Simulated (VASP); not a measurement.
The input files of a VASP run:

**POSCAR**
```
BN
1
    2.5163970000     0.0000000000     0.0000000000
   -1.2581990000     2.1792640000     0.0000000000
    0.0000000000     0.0000000000     4.1647150000
B N
2 2
Direct
  0.6666670000   0.3333330000   0.9997200000
  0.3333330000   0.6666670000   0.4997200000
  0.6666670000   0.3333330000   0.6252800000
  0.3333330000   0.6666670000   0.1252800000
```

### INCAR
```
SYSTEM=BN
PREC=Accurate; ENCUT=400; LREAL=.FALSE.
LASPH=.TRUE.
EDIFF=1E-6; NELM=100; ALGO=Normal
ISMEAR=0; SIGMA=0.01
GGA=PS
ISIF=2
LWAVE=.FALSE.; LCHARG=.FALSE.
```

KPOINTS:
```
Automatic mesh
0
Gamma
10 10 6
0 0 0
```

POTCAR, in this order: B N (PBE.64 set). Program: vasp_std.

Translate this PBEsol calculation to Quantum ESPRESSO's pw.x.

One equivalent input (not run):
```
&CONTROL
  calculation = 'scf'
  pseudo_dir = './pseudo'
  outdir = './out'
  tprnfor = .true.
  tstress = .true.
/
&SYSTEM
  ibrav = 0
  nat = 4
  ntyp = 2
  ecutwfc = 84
  occupations = 'smearing'
  smearing = 'gaussian'
  degauss = 0.000735
  input_dft = 'pbesol'
/
&ELECTRONS
  conv_thr = 7.3e-08
  electron_maxstep = 100
/
ATOMIC_SPECIES
  B 10.810 B.upf
  N 14.007 N.upf
CELL_PARAMETERS angstrom
     2.5163970    0.0000000    0.0000000
    -1.2581990    2.1792640    0.0000000
     0.0000000    0.0000000    4.1647150
ATOMIC_POSITIONS crystal
  B    0.6666670  0.3333330  0.9997200
  B    0.3333330  0.6666670  0.4997200
  N    0.6666670  0.3333330  0.6252800
  N    0.3333330  0.6666670  0.1252800
K_POINTS automatic
  10 10 6 0 0 0
```
Limits of the translation: the potentials are each code's own (VASP's PAW set, PseudoDojo norm-conserving files in pw.x), so ENCUT and ecutwfc are chosen apart and not converted; conv_thr bounds pw.x's estimated SCF error, while EDIFF bounds the energy change between steps.

The structure comes from a computed database's BN entry; how it stands against other phases isn't given here. The cell was not relaxed at this level. The run is one of a series of settings (GGA = PS against the base run), some of them coarse on purpose.
